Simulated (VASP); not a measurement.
Energy against volume of BaF₂ (fluorite). Level of theory: vdW-DF-cx, VASP's PBE PAW potentials (set 64) (plane waves; VASP). Numerical set-up: 520 eV cut-off, 6×6×6 Γ-centred mesh, Gaussian smearing of 0.050 eV, potentials Ba_sv F.

| V (Å³/atom) | E (eV/atom) |
|---|---|
| 19.405 | -3.74357 |
| 20.005 | -3.74762 |
| 20.605 | -3.74519 |
| 21.206 | -3.73718 |

Problem. Fit these four points and predict the energy of the run at 18.805 Å³/atom.

Solution. A cubic in V^(−2/3), the third-order Birch-Murnaghan form, passes through the four points with V0 = 20.07 Å³/atom and B0 = 57 GPa, and gives -3.7320 eV/atom there. The run gave -3.7316 eV/atom, +0.3 meV/atom from the fit; all five points give B0 = 57 GPa.

The compound is BaF2 in the fluorite structure. It was relaxed first.
